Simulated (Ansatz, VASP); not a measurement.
**Cross-check of GaCuSe2 between VASP and Ansatz**

One calculation is typed for both programs; each brings its own data sets. How far apart do they land? The cell is taken from a series of runs on this material, whose earlier steps may have relaxed, scaled, displaced or heated it; both programs get it as it stands.

Main program and level: Ansatz 0.2.0; plane waves, with VASP 6.6.1 beside it; relaxation of cell and atoms at BLYP with D3(BJ).

### Step 1. Starting point

Symmetry: I-42d, No. 122, tetragonal system. The conventional cell has a = 5.619 Å, b = 5.619 Å, c = 11.026 Å, α = 90.00°, β = 90.00°, γ = 90.00°. Nearest to Ga lie 4 Se at 2.42 Å. Cu has 4 Se at 2.42 Å nearest. Nearest to Se lie 2 Ga at 2.42 Å and 2 Cu at 2.42 Å. Farther neighbours and most contacts between anions are not listed.

### Step 2. Ansatz: relaxation of cell and atoms, BLYP with D3(BJ)

Ansatz runs on its default PAW (the set named soft_2) files.

The relaxed volume is the usual yardstick between codes: in a stiff, nearly cubic crystal its relative difference is about their pressure difference at one cell divided by the bulk modulus.

Contents of input.yaml:

```yaml
crystal:
  lattice:
    - [-2.80955, 2.80955, 5.513]
    - [2.80955, -2.80955, 5.513]
    - [2.80955, 2.80955, -5.513]
  atoms:
    - { symbol: Ga, position: [0.5, 0.5, 0.0] }
    - { symbol: Ga, position: [0.25, 0.75, 0.5] }
    - { symbol: Cu, position: [0.0, 0.0, 0.0] }
    - { symbol: Cu, position: [0.75, 0.25, 0.5] }
    - { symbol: Se, position: [0.375, 0.37562, 0.50062] }
    - { symbol: Se, position: [0.62438, 0.125, 0.99938] }
    - { symbol: Se, position: [0.875, 0.87438, 0.49938] }
    - { symbol: Se, position: [0.12562, 0.625, 0.00062] }
kpoints:
  mp_grid: { grid: [6, 6, 6] }
hamiltonian:
  xc: blyp
  dispersion: d3bj
scf:
  occupations: { method: gaussian, width: 0.01 }
output:
  forces: true
  stress: true
  eigenvalues: true
  write_density: true
  write_potential: true
  elf: true
  volumetric_format: npy
relax:
  adjacent_minimum: "off"
  f_tol: 0.005
  max_steps: 60
  cell: { stress_tol: 0.03 }
```

Launch:

```
ansatz run input.yaml --threads 8 --pin off --max-ram 16384MiB --backend cpu --events-out ev --progress --plain --runs-dir out
```

Numbers of over 12 decimals in the logs are rounded to 6 here.

The program printed:

```text
Engine: ansatz 0.2.0, aarch64-unknown-linux-gnu
Pseudopotentials: kind: paw
Pseudopotential: Ga, paw, valence charge 13, recommended cutoff 420 eV (normal), Ga.paw.azcp
Pseudopotential: Cu, paw, valence charge 19, recommended cutoff 420 eV (normal), Cu.paw.azcp
Pseudopotential: Se, paw, valence charge 16, recommended cutoff 420 eV (normal), Se.paw.azcp
Functional definition: BLYP
  parameter beta = 0.0042
  parameter a = 0.04918
  parameter b = 0.132
  parameter c = 0.2533
  parameter d = 0.349
  exchange = b88_x(beta = beta)
  correlation = lyp_c(a = a, b = b, c = c, d = d)
Crystal: 8 atoms, lattice volume = 174.069 Å³
Basis set: ecut = 420 eV, 3451 PW (Γ), exchange–correlation on 96×96×96 points (8 copies of the dense FFT grid, shifted against one another)
Bands: 77, of which v1, the nominal top of the filled ones, is band 64 counted from 1 (63 counted from 0)
Symmetry: 8 space group operations
Space group: I-42d (ITA 122), of the structure as read, at distance tolerance 5.6e-5 Å
k-points: 30 of 216 (time reversal used)
Non-local potential: Ga, projectors of the file, l = 0: 2, l = 1: 2, l = 2: 3, l = 3: 1
Non-local potential: Cu, projectors of the file, l = 0: 3, l = 1: 2, l = 2: 3, l = 3: 1
Non-local potential: Se, projectors of the file, l = 0: 2, l = 1: 2, l = 2: 3, l = 3: 1
PAW form: soft (Blöchl's): semilocal exchange-correlation on the pseudo side does not see the compensation charge
PAW frozen core: Ga, regenerated for the run's functional, and the local potential with it (the file was generated under x = pbe(κ = 0.804, μ = 0.219515), c = pbe(β = 0.066725))
PAW frozen core: Cu, regenerated for the run's functional, and the local potential with it (the file was generated under x = pbe(κ = 0.804, μ = 0.219515), c = pbe(β = 0.066725))
PAW frozen core: Se, regenerated for the run's functional, and the local potential with it (the file was generated under x = pbe(κ = 0.804, μ = 0.219515), c = pbe(β = 0.066725))
PAW one-centre angular grid: Ga, 590 points (default); XC on 64 Gauss nodes
PAW one-centre angular grid: Cu, 590 points (default); XC on 64 Gauss nodes
PAW one-centre angular grid: Se, 590 points (default); XC on 64 Gauss nodes
Initial density: superposition of atomic densities (neutral atoms: chi_scale 0, normalization atom), corrected by the library's trained network
Initial wavefunctions: pseudopotential atomic-orbital guess
Functional: x = b88, c = lyp
SCF iter   1: F=—  HF=-42784.850877 eV  |F-HF|=—  |Δ(HF+E_count)|=         —  Δρ=7.17e-3  dr2=8.36e-2  ethr=1.77e-3  ⟨swp⟩=6.0  Hψ=8171  notcnv=0  defer=3
preconditioner: auto → Resta (q_TF=auto, 2.592 Å⁻¹)  ε∞=4.7  [insulator: Δε(μ)=0.248 eV  Ē_g=12.400 eV  σ=0.010 eV  W_gap=1.00  n_scr=60 (ndim 8)  ℏωp=23.9 eV  f_vac=0.126  D(μ)=0.00/eV (n_scr^D=0)  ε∞_Penn≈4.7]
SCF iter   2: F=—  HF=-42784.836364 eV  |F-HF|=—  |Δ(HF+E_count)|=   1.45e-2  Δρ=4.78e-3  dr2=2.90e-2  ethr=6.53e-5  ⟨swp⟩=2.0  Hψ=3386  notcnv=0  defer=223
SCF iter   3: F=—  HF=-42784.832525 eV  |F-HF|=—  |Δ(HF+E_count)|=   3.84e-3  Δρ=4.33e-3  dr2=2.79e-2  ethr=2.27e-5  ⟨swp⟩=2.3  Hψ=4189  notcnv=0  defer=223
SCF iter   4: F=—  HF=-42784.825833 eV  |F-HF|=—  |Δ(HF+E_count)|=   6.69e-3  Δρ=8.04e-4  dr2=9.91e-4  ethr=2.18e-5  ⟨swp⟩=2.0  Hψ=2798  notcnv=0  defer=223
SCF iter   5: F=—  HF=-42784.825808 eV  |F-HF|=—  |Δ(HF+E_count)|=   2.51e-5  Δρ=4.54e-4  dr2=2.52e-4  ethr=7.74e-7  ⟨swp⟩=2.0  Hψ=3460  notcnv=0  defer=223
SCF iter   6: F=—  HF=-42784.825831 eV  |F-HF|=—  |Δ(HF+E_count)|=   2.33e-5  Δρ=8.42e-5  dr2=1.08e-5  ethr=1.97e-7  ⟨swp⟩=2.0  Hψ=3313  notcnv=0  defer=223
SCF iter   7: F=—  HF=-42784.825775 eV  |F-HF|=—  |Δ(HF+E_count)|=   5.66e-5  Δρ=4.80e-5  dr2=3.15e-6  ethr=8.44e-9  ⟨swp⟩=2.0  Hψ=3167  notcnv=0  defer=223
SCF iter   8: F=—  HF=-42784.825776 eV  |F-HF|=—  |Δ(HF+E_count)|=   1.71e-6  Δρ=3.97e-5  dr2=2.08e-6  ethr=2.46e-9  ⟨swp⟩=2.4  Hψ=3742  notcnv=0  defer=223
SCF iter   9: F=-42784.825777 eV  HF=-42784.825777 eV  |F-HF|=2.66e-8  |Δ(HF+E_count)|=   2.49e-7  Δρ=3.25e-6  dr2=1.93e-8  ethr=7.81e-11  ⟨swp⟩=12.3  Hψ=18204  notcnv=0
SCF 1 converged in 9 iterations: F = -42784.825777 eV  dr2 = 1.93e-8
  greatest PAW one-centre occupation: 1.000 electrons in one spin orbital (limit 2), on the Cu atom at site 3 (counted from 0), in its partial waves of l = 0
relax step   1: F+E_penalty+E_count = -42784.82577664 eV  Δ(F+E_penalty+E_count) = +0.000e0 eV  max|allowed force component| = 3.619e-1 eV/Å  Δτ_max = 0.0000 Å  P = +0.416 GPa  Ω = 174.069 Å³  (9 SCF iters, dr2 threshold 1.00e-7 eV, accepted)
[...]
relax step   4: F+E_penalty+E_count = -42784.85367328 eV  Δ(F+E_penalty+E_count) = -4.496e-5 eV  max|allowed force component| = 7.135e-4 eV/Å  Δτ_max = 0.0003 Å  P = -0.002 GPa  Ω = 174.727 Å³  energy of the carried Pulay correction = -1.452e-4 eV  (5 SCF iters, dr2 threshold 7.13e-9 eV, accepted)
[...]
relax step   5: F+E_penalty+E_count = -42784.85381707 eV  Δ(F+E_penalty+E_count) = -1.438e-4 eV  max|allowed force component| = 7.189e-4 eV/Å  Δτ_max = 0.0000 Å  P = -0.003 GPa  Ω = 174.727 Å³  stress off target by 5.53e-3 GPa  SCF on the basis re-selected at this cell (its energy is not comparable with the rows above)  (8 SCF iters)
basis re-selected at this cell: Δ(F+E_penalty+E_count) = -1.438e-4 eV, ΔP = -0.001 GPa vs the last step (what re-selecting the basis moved, of the pressure what is left beyond the Pulay correction that the steps carried, after the strain that the cell walked since its last selection, with what the two solves' SCF thresholds leave and, on support functions, any second-order correction that the steps lacked; it is no m [...]
SCF converged after 8 iterations
Free energy (F): -42784.853817 eV
Harris-Foulkes:  -42784.853817 eV  (|F-HF|=2.91e-11)
Internal energy: -42784.853817 eV  (E = F + TS)
E sigma→0 (E₀):  -42784.853817 eV
Fermi energy:    9.215909 eV
--- Per-component energies (eV) ---
  E_band       = -2576.078531
  E_kinetic    = 1314.253266
  E_local      = -24982.303685  (includes V_loc(G=0)·N_el)
  E_nonlocal   = -766.797521
  E_hartree    = 11728.316132
  E_xc         = -724.918563
  E_vxc        = -723.826537  (∫ρ·V_xc dr)
  E_paw        = -15060.321863  (= ΣΔE_a)
  E_vpaw       = -874.033368  (= ΣTr[D̂ρ^β])
  E_aug_tail   = -0.002220  (compensation charges beyond the density's cutoff)
  E_ewald      = -14287.987097
  E_disp       = -6.170899  (pairwise vdW)
  E_core_change = 1.078632  (= ΣΔE_core)
  E_smearing   = -0.000000  (= −TS)
  E_closure    = -0.000000  (closes the sum)
  Σ components = -42784.853817   (vs F -42784.853817, Δ=0.00e0)
--- Forces (eV/Å), atoms counted from 1 ---
  atom   1  Ga     0.00000000     0.00000000    -0.00000000
  atom   2  Ga     0.00000000     0.00000000    -0.00000000
  atom   3  Cu     0.00000000    -0.00000000    -0.00000000
  atom   4  Cu     0.00000000    -0.00000000    -0.00000000
  atom   5  Se     0.00071888    -0.00000000     0.00000000
  atom   6  Se    -0.00000000    -0.00071888    -0.00000000
  atom   7  Se    -0.00071888     0.00000000    -0.00000000
  atom   8  Se    -0.00000000     0.00071888     0.00000000
  max |Σ_I F_I| component: 3.89e-17 eV/Å
--- Stress (GPa, compression-positive) ---
       -0.005528       0.000000       0.000000
       -0.000000      -0.005528       0.000000
        0.000000      -0.000000       0.001979
  P = ⅓ Tr σ = -0.0030 GPa (-0.030 kbar)
--- Band table (eV; the first three rows and the last of 30) ---
  k-point 0: bands = [... 60 lower, 7.5459, 9.0635, 9.0635, 9.1621, 9.2697, 11.2335, 11.3291, 13.1535, ... 9 higher]
  k-point 1: bands = [... 60 lower, 7.6920, 7.9956, 8.8007, 8.9928, 10.3994, 11.3386, 12.1983, 12.9056, ... 9 higher]
  k-point 2: bands = [... 60 lower, 7.8823, 7.9301, 8.4540, 8.8123, 10.7595, 10.9793, 12.3953, 12.6640, ... 9 higher]
  k-point 29: bands = [... 60 lower, 7.9325, 7.9325, 8.2334, 8.2334, 10.9115, 10.9115, 11.2327, 11.2327, ... 9 higher]
--- Relaxed structure (4 steps of the walk, 4 accepted, 1 SCFs on fresh bases) ---
  F+E_penalty+E_count = -42784.85381707 eV   max|allowed force component| = 7.189e-4 eV/Å   (the final SCF, on the basis selected at the relaxed cell)
  cell:  # Å, volume = 174.7271 Å³
    - [-2.803370, 2.803370, 5.558268]
    - [2.803370, -2.803370, 5.558268]
    - [2.803370, 2.803370, -5.558268]
  atoms:
    - { symbol: Ga, position: [0.5, 0.5, 0] }
    - { symbol: Ga, position: [0.250000, 0.750000, 0.500000] }
    - { symbol: Cu, position: [1.157696612431353e-19, 0, 0] }
    - { symbol: Cu, position: [0.750000, 0.250000, 0.500000] }
    - { symbol: Se, position: [0.375, 0.368998, 0.493998] }
    - { symbol: Se, position: [0.631002, 0.125000, 1.006002] }
    - { symbol: Se, position: [0.875000, 0.881002, 0.506002] }
    - { symbol: Se, position: [0.118998, 0.625, -0.00600178] }
```

(Part 1 of 2 ends here.)

[Lines on the potential files, build, host, timing and source positions are cut from VASP's logs without a mark.]

[Logs are printed without paths, hosts, clocks, repeated set-up lines and the standing remarks that a program may print on its own settings, such as how far it seeks lower states.]

[Hosts, paths, dates, database ids (printed as entryN), source tags and the programs' standing remarks are cut or masked in the printed files.]
